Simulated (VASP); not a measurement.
Data:

```
CELL_PARAMETERS angstrom
      4.17101     0.00000     0.00000
      0.00000     4.17101     0.00000
      0.00000     0.00000     4.17101
ATOMIC_POSITIONS crystal
  Ba 0.00000 0.00000 0.00000
  Hf 0.50000 0.50000 0.50000
  O  0.50000 0.00000 0.50000
  O  0.00000 0.50000 0.50000
  O  0.50000 0.50000 0.00000
```

Method: r2SCAN meta-GGA, VASP's PBE PAW potentials (set 64) (plane waves; VASP 6.6.1). Run with 520 eV cut-off, 5×5×5 Γ-centred mesh, Gaussian smearing of 0.050 eV, potentials Ba_sv Hf_pv O.

Q: Predict the energy per atom (σ→0).

A: 
```yaml
energy per atom (σ→0): -21.602 eV/atom
```

The absolute energy has meaning only against runs of the same code, potentials and settings.

The compound is BaHfO3 in the cubic perovskite structure. It was relaxed first.
